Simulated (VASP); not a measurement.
Crystal: SrZr2O3.

```
CELL_PARAMETERS angstrom
5.36626 0.00000 0.00000
-2.68313 4.64732 0.00000
0.00000 0.00000 3.75934
ATOMIC_POSITIONS crystal
Sr 0.00000 0.00000 0.50000
Zr 0.33333 0.66667 0.50000
Zr 0.66667 0.33333 0.50000
O 0.50000 0.00000 0.50000
O 0.00000 0.50000 0.50000
O 0.50000 0.50000 0.50000
```

The cell was built by a generator and needn't be a form met in nature.

| Quantity | Value |
| --- | --- |
| Program | VASP 6.6.1 |
| Task | relaxation of cell and atoms |
| Functional | PBE |
| Potentials or basis | VASP PAW PBE potentials, release 64 (Sr_sv, Zr_sv, O) |
| Cutoff | 520 eV |
| k mesh | 3 × 3 × 4 |
| Occupations | gaussian, width 0.15 eV |
| Spin | no spin polarisation |

At the start: pressure 160.4 GPa; volume 15.63 Å³/atom.

Where does the relaxation end?

Over 11 steps the energy falls by 4609.4 meV/atom and the volume is 23.63 Å³/atom (+51.2 %); space group P6/mmm (No. 191, to 0.05 Å).

Step by step:
```tsv
step	energy change (eV)	largest force (eV/Å)	pressure (GPa)	volume (Å³)
1	0.0000	0.0000	160.43	93.75
2	147.6863	0.0000	-53.15	424.70
3	17.0604	0.0000	2.29	163.70
4	-24.9519	0.0000	-18.79	172.89
5	-26.2395	0.0000	-15.22	165.94
6	-22.4905	0.0000	47.77	116.60
7	-27.6285	0.0000	-2.14	147.65
8	-27.6415	0.0000	-0.92	146.23
9	-27.6423	0.0000	-0.38	145.72
10	-27.6512	0.0000	-0.24	144.66
11	-27.6562	0.0000	0.10	141.75
```

Final structure:
```
Sr Zr O
1.0
     6.73028    0.00000    0.00000
    -3.36514    5.82859    0.00000
     0.00000    0.00000    3.61355
Sr Zr O
1 2 3
Direct
  0.00000 0.00000 0.50000
  0.33333 0.66667 0.50000
  0.66667 0.33333 0.50000
  0.50000 0.00000 0.50000
  0.00000 0.50000 0.50000
  0.50000 0.50000 0.50000
```

Caveat: the k mesh is coarse (spacing up to 0.45 Å⁻¹), so the values aren't converged; the volume moved by over 15 % at a fixed basis, so the end points are rough.
